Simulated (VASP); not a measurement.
All values below come from PBE GGA with D3 dispersion (zero damping), VASP's PBE PAW potentials (set 64) (plane waves; VASP 6.6.1).

The input files of a VASP run:

### INCAR
```
SYSTEM = BN
PREC = Accurate
ENCUT = 520
EDIFF = 1E-7
NELM = 100
ALGO = Normal
LREAL = .FALSE.
LASPH = .TRUE.
ISMEAR = 0
SIGMA = 0.05
GGA = PE
IVDW = 11
LWAVE = .FALSE.
LCHARG = .FALSE.
ISIF = 4
IBRION = 2
NSW = 30
EDIFFG = -0.01
```

**POSCAR**
```
BN
1
    1.2481260372    -2.1618179261     0.0000000000
    1.2481260372     2.1618179261     0.0000000000
    0.0000000000     0.0000000000     4.1274953488
B N
2 2
Direct
  0.6666670000   0.3333330000   0.5001803034
  0.3333330000   0.6666670000   0.0001803034
  0.6666670000   0.3333330000   0.8748196966
  0.3333330000   0.6666670000   0.3748196966
```

KPOINTS:
```
Automatic mesh
0
Gamma
10 10 5
0 0 0
```

POTCAR, in this order: B N (PBE.64 set). Program: vasp_std.

Question: Estimate the energy per atom (σ→0), dispersion energy.

Answer: 
| Item | Value |
|---|---|
| energy per atom (σ→0) | -8.816 eV/atom |
| dispersion energy | -0.576 eV |

### OSZICAR
```
...
   2 F= -.35264179E+02 E0= -.35264179E+02  d E =0.119074E-03
       N       E                     dE             d eps       ncg     rms          rms(c)
DAV:   1    -0.346880514379E+02   -0.11769E-03   -0.18575E-02  1172   0.132E+00    0.278E-02
DAV:   2    -0.346880687776E+02   -0.17340E-04   -0.25348E-04  1240   0.161E-01    0.173E-02
DAV:   3    -0.346880635413E+02    0.52363E-05   -0.74710E-06  1276   0.313E-02    0.552E-03
DAV:   4    -0.346880635197E+02    0.21635E-07   -0.28915E-06  1280   0.159E-02    0.195E-03
DAV:   5    -0.346880635025E+02    0.17214E-07   -0.19723E-07  1044   0.471E-03
   3 F= -.35264382E+02 E0= -.35264382E+02  d E =-.836685E-04
```

The compound is BN in the wurtzite structure, a metastable high-pressure form. This cell is one point of a volume scan, at 0.94 of the reference volume. Symmetry was kept, so distortions that lower it aren't found.
